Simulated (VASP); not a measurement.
Data:

```
SnO2
1.0
   -2.00055     2.00055     5.12637
    2.00055    -2.00055     5.12637
    2.00055     2.00055    -5.12637
Sn O
2 4
Direct
  0.50000   0.50000   0.00000
  0.25000   0.75000   0.50000
  0.29672   0.29672   0.00000
  0.04672   0.54672   0.50000
  0.45328   0.95328   0.50000
  0.70328   0.70328   0.00000
```

Computed with r2SCAN meta-GGA, VASP's PBE PAW potentials (set 64) (plane waves; VASP). Numerical set-up: 520 eV cut-off, 9×9×9 Γ-centred mesh, tetrahedra with Blöchl corrections, potentials Sn_d O.

The cores are frozen, which limits the accuracy of field gradients.

Q: Give the principal components of the electric field gradient (V/Å²) and the asymmetry η at each nucleus.

A: 
| atom | Vxx | Vyy | Vzz | η |
|---|---|---|---|---|
| Sn1 | 9.7 | 9.7 | -19.4 | 0.00 |
| Sn2 | 9.7 | 9.7 | -19.4 | 0.00 |
| O3 | 65.8 | 31.2 | -97.0 | 0.36 |
| O4 | 65.8 | 31.2 | -97.0 | 0.36 |
| O5 | 65.8 | 31.2 | -97.0 | 0.36 |
| O6 | 65.8 | 31.2 | -97.0 | 0.36 |

The structure was generated: SnO2 was put into the anatase type (I4_1/amd), which need not be its known phase. It was relaxed first.
